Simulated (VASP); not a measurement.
Sb2Te3O2:

```
CELL_PARAMETERS angstrom
4.93400 0.00000 0.00000
0.00000 4.93400 0.00000
0.00000 0.00000 9.24314
ATOMIC_POSITIONS crystal
Sb 0.00000 0.00000 0.79318
Sb 0.00000 0.00000 0.20682
Te 0.50000 0.50000 0.00000
Te 0.00000 0.50000 0.50000
Te 0.50000 0.00000 0.50000
O 0.00000 0.00000 0.50000
O 0.00000 0.00000 0.00000
```

The cell was built by a generator and needn't be a form met in nature.

- Program: VASP 6.6.1
- Task: relaxation of cell and atoms
- Functional: PBE
- Potentials or basis: VASP PAW PBE potentials, release 64 (Sb, Te, O)
- Cutoff: 520 eV
- k mesh: 3 × 3 × 2
- Occupations: gaussian, width 0.15 eV
- Spin: no spin polarisation

At the start: pressure -3.5 GPa; volume 32.15 Å³/atom.

How do energy, volume and symmetry change on relaxing?

Over 14 steps the energy falls by 76.7 meV/atom and the volume is 28.20 Å³/atom (-12.3 %); space group P4/mmm (No. 123, to 0.05 Å).

The path:
```tsv
step	energy change (eV)	largest force (eV/Å)	pressure (GPa)	volume (Å³)
1	0.0000	0.7468	-3.52	225.02
2	-0.4948	0.3183	-1.02	202.61
3	-0.5116	0.4046	-0.95	199.88
4	-0.5120	0.5514	-0.10	194.47
5	-0.5172	0.5055	-0.19	196.43
6	-0.5162	0.4466	-0.56	198.45
7	-0.5175	0.4785	-0.48	197.44
8	-0.5220	0.1634	0.63	194.50
9	-0.5268	0.1415	0.34	195.74
10	-0.5334	0.0275	0.15	196.45
11	-0.5360	0.0821	0.03	197.18
12	-0.5360	0.0922	0.05	197.27
13	-0.5351	0.1495	-0.29	197.65
14	-0.5366	0.0007	-0.11	197.41
```

Final structure:
```yaml
crystal:
  lattice:
    - [4.60759, 0.00000, 0.00000]
    - [0.00000, 4.60759, 0.00000]
    - [0.00000, 0.00000, 9.29883]
  atoms:
    - { symbol: Sb, position: [0.00000, 0.00000, 0.79289] }
    - { symbol: Sb, position: [0.00000, 0.00000, 0.20711] }
    - { symbol: Te, position: [0.50000, 0.50000, 0.00000] }
    - { symbol: Te, position: [0.00000, 0.50000, 0.50000] }
    - { symbol: Te, position: [0.50000, 0.00000, 0.50000] }
    - { symbol: O, position: [0.00000, 0.00000, 0.50000] }
    - { symbol: O, position: [0.00000, 0.00000, 0.00000] }
```

Caveat: the k mesh is coarse (spacing up to 0.42 Å⁻¹), so the values aren't converged; the relaxation stopped at a loose force limit of 0.08 eV/Å, so its end isn't a converged minimum.
